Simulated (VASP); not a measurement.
These are PBE GGA, VASP's PBE PAW potentials (set 64) (plane waves; VASP) values and carry that method's errors.

VASP ran on this input.

### POSCAR
```
PdIn
1
    3.3094645845     0.0000000000    -0.0000000000
   -0.0000000000     3.3094645845     0.0000000000
    0.0000000000     0.0000000000     3.3094645845
In Pd
1 1
Direct
  0.5000000000   0.5000000000   0.5000000000
  0.0000000000   0.0000000000   0.0000000000
```

**KPOINTS**
```
Automatic mesh
0
Gamma
10 10 10
0 0 0
```

**INCAR**
```
! general
SYSTEM  = PdIn
PREC    = Accurate
ENCUT   = 480
LREAL   = .False.   ! projection in real space or not
LASPH   = .True.

! electronic loop
EDIFF   = 1E-6   ! SCF stop (eV)
NELM    = 100   ! most electronic steps
ALGO    = Normal
LMAXMIX = 4

! smearing
ISMEAR  = 1
SIGMA   = 0.1   ! width (eV)

! functional
GGA     = PE   ! PBE

! ions
IBRION  = 2   ! conjugate gradients
NSW     = 60   ! most ionic steps
ISIF    = 3
EDIFFG  = -0.01   ! ionic stop

! output
LWAVE   = .False.
LCHARG  = .False.
```

POTCAR, in this order: In_d Pd (PBE.64 set). Program: vasp_std.

The resulting files:

File OSZICAR:
```
       N       E                     dE             d eps       ncg     rms          rms(c)
DAV:   1     0.154315873959E+03    0.15432E+03   -0.10945E+04  1730   0.188E+03
DAV:   2    -0.130965972897E+01   -0.15563E+03   -0.15140E+03  1778   0.395E+02
DAV:   3    -0.879609265948E+01   -0.74864E+01   -0.74060E+01  2037   0.922E+01
DAV:   4    -0.893704777256E+01   -0.14096E+00   -0.14093E+00  2056   0.122E+01
DAV:   5    -0.894400686047E+01   -0.69591E-02   -0.69590E-02  2475   0.247E+00    0.596E+00
DAV:   6    -0.878590603174E+01    0.15810E+00   -0.39779E-01  2002   0.958E+00    0.280E+00
DAV:   7    -0.875493849277E+01    0.30968E-01   -0.72211E-02  2201   0.495E+00    0.126E+00
DAV:   8    -0.874853177668E+01    0.64067E-02   -0.22843E-02  1841   0.148E+00    0.374E-01
DAV:   9    -0.874783313891E+01    0.69864E-03   -0.19087E-03  2163   0.755E-01    0.550E-02
DAV:  10    -0.874783919340E+01   -0.60545E-05   -0.46058E-05  2167   0.104E-01    0.240E-02
DAV:  11    -0.874784054728E+01   -0.13539E-05   -0.54828E-06  2009   0.251E-02    0.275E-03
DAV:  12    -0.874784089924E+01   -0.35196E-06   -0.24428E-07  1071   0.614E-03
   1 F= -.87478409E+01 E0= -.87476210E+01  d E =-.874784E+01
```

File OUTCAR:
```
------------------------ aborting loop because EDIFF is reached ----------------------------------------
  FORCE on cell =-STRESS in cart. coord.  units (eV):
  Direction    XX          YY          ZZ          XY          YZ          ZX
  --------------------------------------------------------------------------------------
  Total       -0.0138253     -0.0138253     -0.0138253      0.0000000      0.0000000     -0.0000000
  in kB       -0.6110997     -0.6110997     -0.6110997      0.0000000      0.0000000     -0.0000000
  external PRESSURE =      -0.6110997 kB  Pullay stress =       0.0000000 kB
  volume of cell :       36.25
      direct lattice vectors                 reciprocal lattice vectors
     3.309464585  0.000000000  0.000000000     0.302163681  0.000000000  0.000000000
     0.000000000  3.309464585  0.000000000     0.000000000  0.302163681  0.000000000
     0.000000000  0.000000000  3.309464585     0.000000000  0.000000000  0.302163681
 POSITION                                       TOTAL-FORCE (eV/Angst)
 -----------------------------------------------------------------------------------
      1.65473      1.65473      1.65473         0.000000      0.000000      0.000000
      0.00000      0.00000      0.00000         0.000000      0.000000      0.000000
 -----------------------------------------------------------------------------------
    total drift:                                0.000000      0.000000     -0.000000
  FREE ENERGIE OF THE ION-ELECTRON SYSTEM (eV)
  ---------------------------------------------------
  free  energy   TOTEN  =        -8.7478408992 eV

  energy  without entropy=       -8.7471812014  energy(sigma->0) =       -8.74762100

 reached required accuracy - stopping structural energy minimisation
```
(Selected blocks of OUTCAR.)

The compound is PdIn in the CsCl type structure. It was relaxed first, which changed the volume by +6 %. The start is the result of an earlier pass. The electron count is odd and the run is not spin-polarised, which forces a metal.
